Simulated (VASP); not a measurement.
Calculation: r2SCAN+rVV10, VASP's PBE PAW potentials (set 64) (plane waves; VASP).

VASP ran on this input.

### INCAR
```
SYSTEM = TiC
PREC = Accurate; ENCUT = 520; LREAL = .FALSE.
LASPH = .TRUE.
EDIFF = 1E-7; NELM = 100; ALGO = Normal
LMAXMIX = 4; LMIXTAU = .TRUE.
ISMEAR = -5
METAGGA = R2SCAN; LUSE_VDW = .TRUE.; BPARAM = 11.95
CPARAM = 0.0093
ISIF = 2
LWAVE = .FALSE.; LCHARG = .FALSE.; LORBIT = 11
NEDOS = 601
```

**KPOINTS**
```
K-points
0
gamma
  16 16 16
0 0 0
```

File POSCAR:
```
TiC
1.0
  0.0000000000   2.1631565367   2.1631565367
  2.1631565367   0.0000000000   2.1631565367
  2.1631565367   2.1631565367   0.0000000000
Ti C
1 1
Cart
  0.0000000000   0.0000000000   0.0000000000
  2.1631565367   2.1631565367   2.1631565367
```

**KPOINTS_OPT**
```
k-points along high-symmetry lines
10
Line-mode
Reciprocal
  0.000000   0.000000   0.000000 ! GAMMA
  0.500000   0.000000   0.500000 ! X

  0.500000   0.000000   0.500000 ! X
  0.625000   0.250000   0.625000 ! U

  0.375000   0.375000   0.750000 ! K
  0.000000   0.000000   0.000000 ! GAMMA

  0.000000   0.000000   0.000000 ! GAMMA
  0.500000   0.500000   0.500000 ! L

  0.500000   0.500000   0.500000 ! L
  0.500000   0.250000   0.750000 ! W

  0.500000   0.250000   0.750000 ! W
  0.500000   0.000000   0.500000 ! X
```

POTCAR, in this order: Ti_sv C (PBE.64 set). Program: vasp_std.

What VASP printed:

File OSZICAR:
```
       N       E                     dE             d eps       ncg     rms          rms(c)
DAV:   1     0.116485869086E+03    0.11649E+03   -0.86463E+03  3480   0.162E+03
DAV:   2    -0.230449819833E+02   -0.13953E+03   -0.13342E+03  3576   0.399E+02
DAV:   3    -0.331438018916E+02   -0.10099E+02   -0.97364E+01  4600   0.102E+02
DAV:   4    -0.336265789198E+02   -0.48278E+00   -0.48166E+00  4668   0.211E+01
DAV:   5    -0.336437399272E+02   -0.17161E-01   -0.17159E-01  4660   0.338E+00    0.195E+01
DAV:   6    -0.242856038865E+02    0.93581E+01   -0.27381E+01  4480   0.849E+01    0.525E+00
DAV:   7    -0.245355342864E+02   -0.24993E+00   -0.38412E+00  3968   0.276E+01    0.450E+00
DAV:   8    -0.245476498981E+02   -0.12116E-01   -0.39152E-01  4032   0.768E+00    0.215E+00
DAV:   9    -0.246145272957E+02   -0.66877E-01   -0.11599E-01  3796   0.544E+00    0.144E+00
DAV:  10    -0.245822904723E+02    0.32237E-01   -0.10972E-01  4404   0.523E+00    0.429E-01
DAV:  11    -0.245763872440E+02    0.59032E-02   -0.74226E-03  4276   0.948E-01    0.116E-01
DAV:  12    -0.245794074389E+02   -0.30202E-02   -0.67330E-03  3532   0.965E-01    0.513E-02
DAV:  13    -0.245800885112E+02   -0.68107E-03   -0.84285E-04  3652   0.317E-01    0.476E-02
DAV:  14    -0.245800272417E+02    0.61270E-04   -0.14776E-04  4924   0.158E-01    0.131E-02
DAV:  15    -0.245800652528E+02   -0.38011E-04   -0.26954E-05  4228   0.513E-02    0.719E-03
DAV:  16    -0.245800548000E+02    0.10453E-04   -0.35764E-06  3976   0.208E-02    0.728E-03
DAV:  17    -0.245800573014E+02   -0.25014E-05   -0.11685E-06  3804   0.180E-02    0.217E-03
DAV:  18    -0.245800558464E+02    0.14550E-05   -0.58259E-07  4468   0.940E-03    0.688E-04
DAV:  19    -0.245800565666E+02   -0.72023E-06   -0.28497E-08  1848   0.225E-03    0.246E-04
DAV:  20    -0.245800560518E+02    0.51484E-06   -0.46412E-09  1796   0.938E-04    0.104E-04
DAV:  21    -0.245800562797E+02   -0.22791E-06   -0.97187E-10  1784   0.437E-04    0.277E-05
DAV:  22    -0.245800561870E+02    0.92677E-07   -0.19253E-10  1764   0.184E-04
   1 F= -.24580056E+02 E0= -.24580056E+02  d E =0.000000E+00
       N       E                     dE             ncg
```

OUTCAR:
```
------------------------ aborting loop because EDIFF is reached ----------------------------------------
  FORCE on cell =-STRESS in cart. coord.  units (eV):
  Direction    XX          YY          ZZ          XY          YZ          ZX
  --------------------------------------------------------------------------------------
  Total        0.0009582      0.0009582      0.0009582      0.0000000      0.0000000     -0.0000000
  in kB        0.0758393      0.0758393      0.0758393      0.0000000      0.0000000     -0.0000000
  external PRESSURE =       0.0758393 kB  Pullay stress =       0.0000000 kB
  volume of cell :       20.24
      direct lattice vectors                 reciprocal lattice vectors
     0.000000000  2.163156537  2.163156537    -0.231143697  0.231143697  0.231143697
     2.163156537  0.000000000  2.163156537     0.231143697 -0.231143697  0.231143697
     2.163156537  2.163156537  0.000000000     0.231143697  0.231143697 -0.231143697
 POSITION                                       TOTAL-FORCE (eV/Angst)
 -----------------------------------------------------------------------------------
      0.00000      0.00000      0.00000         0.000000      0.000000      0.000000
      2.16316      2.16316      2.16316        -0.000000      0.000000     -0.000000
 -----------------------------------------------------------------------------------
    total drift:                                0.000000     -0.000000     -0.000000
  FREE ENERGIE OF THE ION-ELECTRON SYSTEM (eV)
  ---------------------------------------------------
  free  energy   TOTEN  =       -24.5800561870 eV

  energy  without entropy=      -24.5800561870  energy(sigma->0) =      -24.58005619

 total charge

# of ion       s       p       d       tot
------------------------------------------
    1        2.199   6.256   1.911  10.365
    2        0.907   1.518   0.000   2.426
--------------------------------------------------
tot          3.106   7.774   1.911  12.790
```
(Selected blocks of OUTCAR.)

**OUTCAR**
```
 val. band max:        9.5899639708   @ k =   0.0625   0.0625   0.0000

 cond. band min:       9.4664557307   @ k =   0.3750   0.3125   0.0000


 Fermi energy:         9.5473933281

 k-point     1 :       0.0000    0.0000    0.0000
  band No.  band energies     occupation
      1     -49.4228      2.00000
      2     -24.4011      2.00000
      3     -24.4011      2.00000
      4     -24.4011      2.00000
      5      -3.7039      2.00000
      6      10.3891      0.00000
      7      10.3891      0.00000
      8      10.3891      0.00000
      9      11.1992      0.00000
     10      11.1992      0.00000
     11      11.1992      0.00000
     12      11.2570      0.00000

 k-point     2 :       0.0625    0.0000    0.0000
  band No.  band energies     occupation
      1     -49.4198      2.00000
      2     -24.4217      2.00000
      3     -24.4029      2.00000
      4     -24.4029      2.00000
      5      -3.6126      2.00000
      6       9.8538      0.50955
      7      10.0469     -0.13372
      8      10.0469     -0.22057
      9      10.6356      0.00000
     10      10.6356      0.00000
     11      11.5191      0.00000
     12      12.2989      0.00000

 k-point     3 :       0.1250    0.0000    0.0000
  band No.  band energies     occupation
      1     -49.4116      2.00000
      2     -24.4803      2.00000
      3     -24.4082      2.00000
      4     -24.4081      2.00000
      5      -3.3446      2.00000
      6       8.8860      2.01900
      7       9.1658      2.03918
      8       9.1659      2.11266
      9      10.7832      0.00000
     10      10.7832      0.00000
     11      11.9106      0.00000
     12      13.4282      0.00000

 k-point     4 :       0.1875    0.0000    0.0000
  band No.  band energies     occupation
      1     -49.3992      2.00000
      2     -24.5669      2.00000
      3     -24.4160      2.00000
      4     -24.4160      2.00000
      5      -2.9168      2.00000
      6       7.7784      2.00000
...
```

For a metal the tetrahedron method with Blöchl corrections gives inexact stress and forces.

The compound is TiC in the rock salt structure. It was relaxed first.
